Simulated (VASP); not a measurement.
# Cu (Fm-3m) in VASP: elastic constants with LDA

Aim: the elastic constants of Cu with LDA.

Everything below comes from runs of VASP 6.6.1. Logs are shortened: lines on timing, memory, paths and dates and some standing lists are left out, and cuts for length are marked.

### 1 Starting point

It takes space group Fm-3m (No. 225, cubic). Conventional cell: a = 3.620 Å, b = 3.620 Å, c = 3.620 Å, α = 90.00°, β = 90.00°, γ = 90.00°. Around Cu (site symmetry m-3m) lie 12 Cu at 2.56 Å.

The cell was built by a generator and needn't be a form met in nature.

### 2 Elastic constants, LDA

POSCAR reads:

```
Cu
1.0
    0.0000000000      1.8100000000      1.8100000000
    1.8100000000      0.0000000000      1.8100000000
    1.8100000000      1.8100000000      0.0000000000
Cu
1
Direct
    0.0000000000      0.0000000000      0.0000000000
```

INCAR.step1 reads:

```
PREC = Accurate
ENCUT = 600
EDIFF = 1E-8
ISMEAR = 1
SIGMA = 0.15
LREAL = False
LASPH = True
NELM = 60
ALGO = Normal
ISIF = 3
LWAVE = False
LCHARG = False
IBRION = 2
NSW = 40
EDIFFG = -0.002
KPAR = 2
```

INCAR.step2 reads:

```
PREC = Accurate
ENCUT = 600
EDIFF = 1E-8
ISMEAR = 1
SIGMA = 0.15
LREAL = False
LASPH = True
NELM = 60
ALGO = Normal
ISIF = 3
LWAVE = False
LCHARG = False
IBRION = 6
NFREE = 2
POTIM = 0.015
NSW = 1
KPAR = 2
```

KPOINTS reads:

```
Automatic mesh
0
Gamma
  20 20 20
```

Potentials or basis: VASP PAW LDA potentials, release 64 (Cu).

Started as:

```
$ cat potpaw_LDA.64/Cu/POTCAR > POTCAR
$ cp INCAR.step1 INCAR
$ mpirun -np 2 vasp_std > vasp.out
$ cp CONTCAR POSCAR
$ cp INCAR.step2 INCAR
$ mpirun -np 2 vasp_std > vasp.out
```

OUTCAR:

```text
PREC = Accurate
   ENCUT = 600
   EDIFF = 1E-8
   ISMEAR = 1
   LREAL = False
   LASPH = True
   NELM = 60
   ISIF = 3
   IBRION = 6
   NFREE = 2
   POTIM = 0.015
   NSW = 1

 ion  position               nearest neighbor table
   1  0.000  0.000  0.000-

  LATTYP: Found a face centered cubic cell.
 ALAT       =     3.5236107113

  Lattice vectors:

 A1 = (   0.0000000000,   1.7618053557,   1.7618053557)
 A2 = (   1.7618053557,   0.0000000000,   1.7618053557)
 A3 = (   1.7618053557,   1.7618053557,   0.0000000000)

Analysis of symmetry for initial positions (statically):
=====================================================================
 Subroutine PRICEL returns:
 Original cell was already a primitive cell.

 Routine SETGRP: Setting up the symmetry group for a
 face centered cubic supercell.

 Subroutine GETGRP returns: Found 48 space group operations
 (whereof 48 operations were pure point group operations)
 out of a pool of 48 trial point group operations.

The static configuration has the point symmetry O_h .

Analysis of symmetry for dynamics (positions and initial velocities):
=====================================================================
 Subroutine PRICEL returns:
 Original cell was already a primitive cell.

 Routine SETGRP: Setting up the symmetry group for a
 face centered cubic supercell.

 Subroutine GETGRP returns: Found 48 space group operations
 (whereof 48 operations were pure point group operations)
 out of a pool of 48 trial point group operations.

The dynamic configuration has the point symmetry O_h .

 Subroutine INISYM returns: Found 48 space group operations
 (whereof 48 operations are pure point group operations),
 and found     1 'primitive' translations

----------------------------------------------------------------------------------------

                                     Primitive cell

  volume of cell :      10.9371

  direct lattice vectors                    reciprocal lattice vectors
[... 336 lines left out ...]
      5       5.9667      2.00000
      6       5.9667      2.00000
      7      31.6276      0.00000
      8      34.7116      0.00000
      9      34.7116      0.00000
[... 265 lines left out ...]
 k-point    24 :      -0.3500    0.0500    0.0000
  band No.  band energies     occupation
      1       2.3336      2.00000
      2       5.0566      2.00000
      3       5.1021      2.00000
      4       5.2426      2.00000
      5       6.3181      2.00000
      6       6.6328      2.00000
      7      16.0767      0.00000
      8      29.0035      0.00000
      9      31.3927      0.00000

 [... further k-points ...]

------------------------ aborting loop because EDIFF is reached ----------------------------------------

  FORCE on cell =-STRESS in cart. coord.  units (eV):
  Direction    XX          YY          ZZ          XY          YZ          ZX
  --------------------------------------------------------------------------------------
  -------------------------------------------------------------------------------------
  Total        0.0034947      0.0034947      0.0034947     -0.0000000      0.0000000      0.0000000
  in kB        0.5119372      0.5119372      0.5119372     -0.0000000      0.0000000      0.0000000
  external PRESSURE =       0.5119372 kB  Pullay stress =       0.0000000 kB
[... 16 lines left out ...]
  FREE ENERGIE OF THE ION-ELECTRON SYSTEM (eV)
  ---------------------------------------------------
  free  energy   TOTEN  =        -4.7085142207 eV

  energy  without entropy=       -4.7088099688  energy(sigma->0) =       -4.70861280

 INTERNAL STRAIN TENSORS FROM STRAINED CELLS
 ============================================

 INTERNAL STRAIN TENSOR FOR ION    1 for displacements in x,y,z  (eV/Angst):
          X           Y           Z          XY          YZ          ZX
  --------------------------------------------------------------------------------
  x     0.00000     0.00000     0.00000    -0.00000    -0.00000     0.00000
  y     0.00000    -0.00000     0.00000    -0.00000    -0.00000     0.00000
  z     0.00000    -0.00000     0.00000     0.00000     0.00000     0.00000

 INTERNAL STRAIN TENSORS FROM DISPLACED ATOMS
 ============================================

 INTERNAL STRAIN TENSOR FOR ION    1 for displacements in x,y,z  (eV/Angst):
          X           Y           Z          XY          YZ          ZX
  --------------------------------------------------------------------------------
  x     0.00000     0.00000     0.00000     0.00000     0.00000     0.00000
  y     0.00000     0.00000     0.00000     0.00000     0.00000     0.00000
  z     0.00000     0.00000     0.00000     0.00000     0.00000     0.00000

 Eigenvectors and eigenvalues of the dynamical matrix
 ----------------------------------------------------

   1 f/i=    0.000000 THz     0.000000 2PiTHz    0.000000 cm-1     0.000000 meV
             X         Y         Z           dx          dy          dz
      0.000000  0.000000  0.000000     0.707107    0.707107    0.000000

   2 f/i=    0.000000 THz     0.000000 2PiTHz    0.000000 cm-1     0.000000 meV
             X         Y         Z           dx          dy          dz
      0.000000  0.000000  0.000000     0.707107   -0.707107    0.000000

   3 f/i=    0.000000 THz     0.000000 2PiTHz    0.000000 cm-1     0.000000 meV
             X         Y         Z           dx          dy          dz
      0.000000  0.000000  0.000000     0.000000    0.000000    1.000000

--------------------------------------------------------------------------------------------------------

 ELASTIC MODULI CONTR FROM IONIC RELAXATION (kBar)
 Direction    XX          YY          ZZ          XY          YZ          ZX
 --------------------------------------------------------------------------------
 XX           0.0000      0.0000      0.0000      0.0000      0.0000      0.0000
 YY           0.0000      0.0000      0.0000      0.0000      0.0000      0.0000
 ZZ           0.0000      0.0000      0.0000      0.0000      0.0000      0.0000
 XY           0.0000      0.0000      0.0000      0.0000      0.0000      0.0000
 YZ           0.0000      0.0000      0.0000      0.0000      0.0000      0.0000
 ZX           0.0000      0.0000      0.0000      0.0000      0.0000      0.0000
 --------------------------------------------------------------------------------

 TOTAL ELASTIC MODULI (kBar)
 Direction    XX          YY          ZZ          XY          YZ          ZX
 --------------------------------------------------------------------------------
 XX        2314.7936   1605.5011   1605.5011      0.0000     -0.0000      0.0000
 YY        1605.5011   2314.7936   1605.5011      0.0000      0.0000      0.0000
 ZZ        1605.5011   1605.5011   2314.7936     -0.0000      0.0000      0.0000
 XY           0.0000      0.0000     -0.0000   1033.8120     -0.0000      0.0000
 YZ          -0.0000      0.0000      0.0000     -0.0000   1033.8120     -0.0000
 ZX           0.0000      0.0000      0.0000      0.0000     -0.0000   1033.8120
 --------------------------------------------------------------------------------
```

OUTCAR.step1:

```text
PREC = Accurate
   ENCUT = 600
   EDIFF = 1E-8
   ISMEAR = 1
   LREAL = False
   LASPH = True
   NELM = 60
[... 679 lines left out ...]
  -------------------------------------------------------------------------------------
  Total       -0.0010853     -0.0010853     -0.0010853      0.0000000      0.0000000     -0.0000000
  in kB       -0.1589779     -0.1589779     -0.1589779      0.0000000      0.0000000     -0.0000000
  external PRESSURE =      -0.1589779 kB  Pullay stress =       0.0000000 kB
[... 16 lines left out ...]
  FREE ENERGIE OF THE ION-ELECTRON SYSTEM (eV)
  ---------------------------------------------------
  free  energy   TOTEN  =        -4.7089265650 eV

  energy  without entropy=       -4.7092222287  energy(sigma->0) =       -4.70902512

 reached required accuracy - stopping structural energy minimisation
```

Run time: 11 min. Hardware: 2 MPI ranks of AMD EPYC 7R13 (Zen 3), shared host; peak memory 0.51 GiB.

What came out:

```yaml
Relaxed_volume: 10.94 Å³/atom
Relaxed_cell: a = 2.492 Å, b = 2.492 Å, c = 2.492 Å, α = 60.00°, β = 60.00°, γ = 60.00°
Space_group_after_relaxing_to_0.05_Å: Fm-3m (No. 225)
Elastic_constants_C11_C12_C44: 231, 161, 103 GPa
Voigt_bulk_modulus: 184 GPa
```

The path:
| step | energy change (eV) | largest force (eV/Å) | pressure (GPa) | volume (Å³) |
| --- | --- | --- | --- | --- |
| 1 | 0.0000 | 0.0000 | -12.16 | 11.86 |
| 2 | -0.0200 | 0.0000 | 10.97 | 10.38 |
| 3 | -0.0380 | 0.0000 | -0.06 | 10.94 |
| 4 | -0.0380 | 0.0000 | 0.24 | 10.92 |
| 5 | -0.0380 | 0.0000 | -0.17 | 10.95 |
| 6 | -0.0380 | 0.0000 | -0.02 | 10.94 |

Final structure:
```
Cu
1.0
     0.00000    1.76181    1.76181
     1.76181    0.00000    1.76181
     1.76181    1.76181    0.00000
Cu
1
Direct
  0.00000 0.00000 0.00000
```

Elastic tensor in Voigt notation (GPa, in the Cartesian axes of the cell as first typed):
```
231 161 161   0   0   0
161 231 161   0   0   0
161 161 231   0   0   0
  0   0   0 103   0   0
  0   0   0   0 103   0
  0   0   0   0   0 103
```

Clamped-ion elastic tensor (GPa):
```
231 161 161   0   0   0
161 231 161   0   0   0
161 161 231   0   0   0
  0   0   0 103   0   0
  0   0   0   0 103   0
  0   0   0   0   0 103
```
